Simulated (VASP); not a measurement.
# B4CCl6O (R3m) in VASP: single point with PBE

Aim: the single point of B4CCl6O with PBE.

All numbers are computed with VASP 6.6.1; they aren't measurements. Logs are shortened: lines on timing, memory, paths and dates and some standing lists are left out, and cuts for length are marked.

## Step 1: The crystal as given

It takes space group R3m (No. 160, trigonal). Conventional cell: a = 12.090 Å, b = 12.090 Å, c = 8.167 Å, α = 90.00°, β = 90.00°, γ = 120.00°. B (site symmetry 3m) has 1 C at 1.50 Å and 3 B at 1.72 Å as nearest neighbours. B (site symmetry m) is surrounded by 1 B at 1.72 Å and 2 Cl at 1.75 to 1.76 Å. C (site symmetry 3m) is surrounded by 1 O at 1.14 Å. O (site symmetry 3m) is surrounded by 1 C at 1.14 Å. Cl (site symmetry m) is surrounded by 1 B at 1.75 Å. Cl (site symmetry m) is surrounded by 1 B at 1.76 Å.

## Step 2: Single point, PBE

File INCAR:

```
SYSTEM = B4CCl6O
PREC     = Accurate       ! precision mode
ENCUT    = 520            ! plane-wave cutoff, eV
EDIFF    = 1E-6           ! SCF threshold, eV
ISMEAR   = -1             ! smearing method
SIGMA    = 0.1            ! smearing width, eV
LREAL    = .FALSE.        ! projectors in reciprocal space
LASPH    = .TRUE.         ! aspherical terms in the spheres
NELM     = 100            ! most SCF steps
ALGO     = Fast           ! electronic algorithm
ISIF     = 2              ! what is computed and relaxed
LWAVE    = .FALSE.        ! write WAVECAR
LCHARG   = .FALSE.        ! write CHGCAR
GGA      = PE             ! functional
NBANDS   = 44             ! bands
```

File KPOINTS:

```
regular mesh
0
G
  4 4 4
  0 0 0
```

File POSCAR:

```
B4CCl6O
1.0
    6.0448452824      3.4899930510      2.7222902319
   -6.0448452824      3.4899930510      2.7222902319
    0.0000000000     -6.9799861020      2.7222902319
B C O Cl
4 1 1 6
Direct
    0.3014262154      0.3014262154      0.3014262154
    0.3155565180      0.3155565180      0.0812044665
    0.0812044665      0.3155565180      0.3155565180
    0.3155565180      0.0812044665      0.3155565180
    0.4854143699      0.4854143699      0.4854143699
    0.6249767811      0.6249767811      0.6249767811
    0.1275810573      0.1275810573      0.8326291735
    0.8326291735      0.1275810573      0.1275810573
    0.1275810573      0.8326291735      0.1275810573
    0.5205293856      0.5205293856      0.0947150719
    0.0947150719      0.5205293856      0.5205293856
    0.5205293856      0.0947150719      0.5205293856
```

Potentials or basis: VASP PAW PBE potentials, release 64 (B, C, O, Cl).

Command:

```sh
cat potpaw_PBE.64/B/POTCAR potpaw_PBE.64/C/POTCAR potpaw_PBE.64/O/POTCAR potpaw_PBE.64/Cl/POTCAR > POTCAR
mpirun -np 1 vasp_std > vasp.out
```

OUTCAR:

```text
SYSTEM = B4CCl6O
   PREC = Accurate
   ENCUT = 520
   EDIFF = 1E-6
   ISMEAR = -1
   LREAL = .FALSE.
   LASPH = .TRUE.
   NELM = 100
   ISIF = 2
   GGA = PE

 ion  position               nearest neighbor table
   1  0.301  0.301  0.301-   5 1.50   2 1.72   4 1.72   3 1.72
   2  0.316  0.316  0.081-   1 1.72   7 1.75  10 1.76
   3  0.081  0.316  0.316-   1 1.72   8 1.75  11 1.76
   4  0.316  0.081  0.316-   1 1.72   9 1.75  12 1.76
   5  0.485  0.485  0.485-   6 1.14   1 1.50
   6  0.625  0.625  0.625-   5 1.14
   7  0.128  0.128  0.833-   2 1.75
   8  0.833  0.128  0.128-   3 1.75
   9  0.128  0.833  0.128-   4 1.75
  10  0.521  0.521  0.095-   2 1.76
  11  0.095  0.521  0.521-   3 1.76
  12  0.521  0.095  0.521-   4 1.76

  LATTYP: Found a trigonal (rhomboedric) cell.
 ALAT       =     7.4920671440
 COS(alpha) =    -0.3019582356

  Lattice vectors:

 A1 = (   6.0448452824,   3.4899930510,   2.7222902319)
 A2 = (  -6.0448452824,   3.4899930510,   2.7222902319)
 A3 = (   0.0000000000,  -6.9799861020,   2.7222902319)

Analysis of symmetry for initial positions (statically):
=====================================================================
 Subroutine PRICEL returns:
 Original cell was already a primitive cell.

 Routine SETGRP: Setting up the symmetry group for a
 trigonal (rhombohedral) supercell.

 Subroutine GETGRP returns: Found  6 space group operations
 (whereof  6 operations were pure point group operations)
 out of a pool of 12 trial point group operations.

The static configuration has the point symmetry C_3v.

Analysis of symmetry for dynamics (positions and initial velocities):
=====================================================================
 Subroutine PRICEL returns:
 Original cell was already a primitive cell.

 Routine SETGRP: Setting up the symmetry group for a
 trigonal (rhombohedral) supercell.

 Subroutine GETGRP returns: Found  6 space group operations
 (whereof  6 operations were pure point group operations)
 out of a pool of 12 trial point group operations.

The dynamic configuration has the point symmetry C_3v.

 Subroutine INISYM returns: Found  6 space group operations
 (whereof  6 operations are pure point group operations),
 and found     1 'primitive' translations

----------------------------------------------------------------------------------------

                                     Primitive cell

  volume of cell :     344.5843

  direct lattice vectors                    reciprocal lattice vectors
     6.044845282  3.489993051  2.722290232     0.082715103  0.047755587  0.122445921
    -6.044845282  3.489993051  2.722290232    -0.082715103  0.047755587  0.122445921
     0.000000000 -6.979986102  2.722290232     0.000000000 -0.095511174  0.122445921

  length of vectors
     7.492067144  7.492067144  7.492067144     0.155291300  0.155291300  0.155291300

  position of ions in fractional coordinates (direct lattice)
     0.301426215  0.301426215  0.301426215
     0.315556518  0.315556518  0.081204466
     0.081204466  0.315556518  0.315556518
     0.315556518  0.081204466  0.315556518
     0.485414370  0.485414370  0.485414370
     0.624976781  0.624976781  0.624976781
     0.127581057  0.127581057  0.832629174
     0.832629174  0.127581057  0.127581057
     0.127581057  0.832629174  0.127581057
     0.520529386  0.520529386  0.094715072
     0.094715072  0.520529386  0.520529386
     0.520529386  0.094715072  0.520529386

  ion indices of the primitive-cell ions
   primitive index   ion index
                 1           1
                 2           2
                 3           3
                 4           4
                 5           5
                 6           6
                 7           7
                 8           8
                 9           9
                10          10
                11          11
                12          12

----------------------------------------------------------------------------------------

 KPOINTS: regular mesh

Automatic generation of k-mesh.
 Grid dimensions read from file:
 generate k-points for:    4    4    4

 Generating k-lattice:

  Cartesian coordinates                     Fractional coordinates (reciprocal lattice)
     0.020678776  0.011938897  0.030611480     0.250000000  0.000000000  0.000000000
    -0.020678776  0.011938897  0.030611480     0.000000000  0.250000000  0.000000000
     0.000000000 -0.023877793  0.030611480     0.000000000  0.000000000  0.250000000

  Length of vectors
     0.038822825  0.038822825  0.038822825

  Shift w.r.t. Gamma in fractional coordinates (k-lattice)
     0.000000000  0.000000000  0.000000000

 Subroutine IBZKPT returns following result:
 ===========================================

 Found     13 irreducible k-points:

 Following reciprocal coordinates:
            Coordinates               Weight
  0.000000  0.000000  0.000000      1.000000
  0.250000  0.000000 -0.000000      6.000000
  0.500000  0.000000 -0.000000      3.000000
  0.250000  0.250000 -0.000000      6.000000
  0.500000  0.250000 -0.000000     12.000000
 -0.250000  0.250000  0.000000      6.000000
  0.500000  0.500000 -0.000000      3.000000
  0.250000  0.250000  0.250000      2.000000
  0.500000  0.250000  0.250000      6.000000
 -0.250000  0.250000  0.250000      6.000000
  0.500000  0.500000  0.250000      6.000000
 -0.250000  0.500000  0.250000      6.000000
  0.500000  0.500000  0.500000      1.000000
   k-points           NKPTS =     13   k-points in BZ     NKDIM =     13   number of bands    NBANDS=     44
   number of dos      NEDOS =    301   number of ions     NIONS =     12
   total plane-waves  NPLWV = 175616
   dimension x,y,z NGX =    56 NGY =   56 NGZ =   56
   dimension x,y,z NGXF=   112 NGYF=  112 NGZF=  112
   ions per type =               4   1   1   6
   NGX,Y,Z   is equivalent  to a cutoff of  12.43, 12.43, 12.43 a.u.
   NGXF,Y,Z  is equivalent  to a cutoff of  24.85, 24.85, 24.85 a.u.
 SYSTEM =  B4CCl6O
   PREC   = accura    normal or accurate (medium, high low for compatibility)
   ISTART =      0    job   : 0-new  1-cont  2-samecut
   ICHARG =      2    charge: 1-file 2-atom 10-const
   ISPIN  =      1    spin polarized calculation?
   LNONCOLLINEAR =      F non collinear calculations
   LSORBIT =      F    spin-orbit coupling
   LASPH  =      T    aspherical Exc in radial PAW
   ENCUT  =  520.0 eV  38.22 Ry    6.18 a.u.  13.93 13.93 13.93*2*pi/ulx,y,z
   NELM   =    100;   NELMIN=  2; NELMDL= -5     # of ELM steps
   EDIFF  = 0.1E-05   stopping-criterion for ELM
   LREAL  =      F    real-space projection
   EDIFFG = 0.1E-04   stopping-criterion for IOM
   NSW    =      0    number of steps for IOM
   IBRION =     -1    ionic relax: 0-MD 1-quasi-New 2-CG
   NFREE  =      0    steps in history (QN), initial steepest desc. (CG)
   ISIF   =      2    stress and relaxation
   ISYM   =      2    0-nonsym 1-usesym 2-fastsym
   POTIM  = 0.5000    time-step for ionic-motion
   TEBEG  =    0.0;   TEEND  =   0.0 temperature during run
   PSTRESS=    0.0 pullay stress
   NELECT =      64.0000    total number of electrons
   NUPDOWN=      -1.0000    fix difference up-down
   EMIN   =  10.00;   EMAX   =-10.00  energy-range for DOS
   EFERMI =   0.00;   METHOD = LEGACY
   ISMEAR =    -1;   SIGMA  =   0.10  broadening in eV -4-tet -1-fermi 0-gaus
   EFERMI_NEDOS =   21; number of points for ismear=-14 and -15
   IALGO  =     68    algorithm
   IMIX   =      4    mixing-type and parameters
     AMIX     =   0.40;   BMIX     =  1.00
     AMIX_MAG =   1.60;   BMIX_MAG =  1.00
  volume/ion in A,a.u.               =      28.72       193.78
  Fermi-wavevector in a.u.,A,eV,Ry     =   0.934049  1.765097 11.870370  0.872448
  Thomas-Fermi vector in A             =   2.060814
   LORBIT       =      0    0 simple, 1 ext, 2 COOP (PROOUT), +10 PAW based schemes
   GGA     = PE    functional components
   LHFCALC =     F    Hartree Fock is set to
   AEXX    =    0.0000 exact exchange contribution
   IVDW    =     0    specifies the selected vdW correction
   LEPSILON=     F    determine dielectric tensor
   LRPA    =     F    only Hartree local field effects (RPA)
 non-spin polarized calculation
 RMM-DIIS sequential band-by-band and
  energy-cutoff  :      520.00
  volume of cell :      344.58
 maximum number of plane-waves:      9304
   NGX = 27   NGY = 27   NGZ = 27

 number of electron      64.0000001 magnetization

 Free energy of the ion-electron system (eV)
  ---------------------------------------------------
  ext. energy  EPLUGINS =         0.00000000
  ---------------------------------------------------
  free energy    TOTEN  =       -60.35784668 eV

  energy without entropy =      -60.35784667  energy(sigma->0) =      -60.35784668

 E-fermi :  -0.5021     XC(G=0):  -6.5031

 val. band max:       -2.5616407379   @ k =   0.5000   0.5000  -0.0000
 cond. band min:       1.5679730058   @ k =   0.2500   0.2500   0.2500
 fundamental gap:      4.1296137437
 Fermi energy:        -0.5020776407

 k-point     1 :       0.0000    0.0000    0.0000
  band No.  band energies     occupation
      1     -25.3055      2.00000
      2     -17.3055      2.00000
      3     -17.1255      2.00000
      4     -17.1255      2.00000
      5     -16.3567      2.00000
      6     -16.2765      2.00000
[... 36 lines left out ...]
     43       5.8998      0.00000
     44       5.9775      0.00000

 k-point     2 :       0.2500    0.0000   -0.0000
  band No.  band energies     occupation
      1     -25.3055      2.00000
      2     -17.2944      2.00000
      3     -17.1339      2.00000
      4     -17.1291      2.00000
      5     -16.3654      2.00000
      6     -16.2731      2.00000
[... 509 lines left out ...]
 k-point    13 :       0.5000    0.5000    0.5000
  band No.  band energies     occupation
      1     -25.3055      2.00000
      2     -17.2627      2.00000
      3     -17.1486      2.00000
      4     -17.1486      2.00000
      5     -16.3638      2.00000
      6     -16.2733      2.00000
[... 36 lines left out ...]
     43       5.6549      0.00000
     44       5.8679      0.00000

------------------------ aborting loop because EDIFF is reached ----------------------------------------

  FORCE on cell =-STRESS in cart. coord.  units (eV):
  Direction    XX          YY          ZZ          XY          YZ          ZX
  --------------------------------------------------------------------------------------
  -------------------------------------------------------------------------------------
  Total       -0.2212999     -0.2212999      0.3888942      0.0000000     -0.0000000     -0.0000000
  in kB       -1.0289548     -1.0289548      1.8082004      0.0000000     -0.0000000     -0.0000000
  external PRESSURE =      -0.0832364 kB  Pullay stress =       0.0000000 kB

 VOLUME and BASIS-vectors are now :
 -----------------------------------------------------------------------------
  energy-cutoff  :      520.00
  volume of cell :      344.58
      direct lattice vectors                 reciprocal lattice vectors
     6.044845282  3.489993051  2.722290232     0.082715103  0.047755587  0.122445921
    -6.044845282  3.489993051  2.722290232    -0.082715103  0.047755587  0.122445921
     0.000000000 -6.979986102  2.722290232     0.000000000 -0.095511174  0.122445921

 POSITION                                       TOTAL-FORCE (eV/Angst)
 -----------------------------------------------------------------------------------
      0.00000      0.00000      2.46171         0.000000     -0.000000      0.018674
      0.00000      1.63577      1.93913         0.000000      0.068601     -0.025043
     -1.41662     -0.81789      1.93913        -0.059410     -0.034300     -0.025043
      1.41662     -0.81789      1.93913         0.059410     -0.034300     -0.025043
      0.00000      0.00000      3.96432         0.000000      0.000000     -0.938831
      0.00000      0.00000      5.10410         0.000000      0.000000      0.921685
      0.00000     -4.92123      2.96128         0.000000     -0.017672      0.066862
      4.26191      2.46061      2.96128         0.015304      0.008836      0.066862
     -4.26191      2.46061      2.96128        -0.015304      0.008836      0.066862
      0.00000      2.97218      3.09191         0.000000     -0.047206     -0.042329
     -2.57398     -1.48609      3.09191         0.040882      0.023603     -0.042329
      2.57398     -1.48609      3.09191        -0.040882      0.023603     -0.042329
 -----------------------------------------------------------------------------------
    total drift:                               -0.000000      0.000000     -0.000215

  FREE ENERGIE OF THE ION-ELECTRON SYSTEM (eV)
  ---------------------------------------------------
  free  energy   TOTEN  =       -60.3578466810 eV

  energy  without entropy=      -60.3578466692  energy(sigma->0) =      -60.35784668
```

Run time: 2.4 min. Hardware: 1 thread of Intel Xeon Platinum 8488C (Sapphire Rapids), shared host; peak memory 0.5 GiB.

What came out:

| Quantity | Value |
| --- | --- |
| Free energy | -60.3578 eV |
| Pressure | 0.0 GPa |
| Largest force | 0.939 eV/Å |
| Band gap on the k mesh | 4.13 eV, indirect (least direct gap 4.15 eV) |

Forces on the atoms (eV/Å):
```
B    0.000  0.000  0.019
B    0.000  0.069 -0.025
B   -0.059 -0.034 -0.025
B    0.059 -0.034 -0.025
C    0.000  0.000 -0.939
O    0.000  0.000  0.922
Cl   0.000 -0.018  0.067
Cl   0.015  0.009  0.067
Cl  -0.015  0.009  0.067
Cl   0.000 -0.047 -0.042
Cl   0.041  0.024 -0.042
Cl  -0.041  0.024 -0.042
```

Stress tensor (GPa, compression positive):
```
-0.10  0.00  0.00
 0.00 -0.10  0.00
 0.00  0.00  0.18
```

Caveat: the standard files for N, O and F lose accuracy on very short bonds.
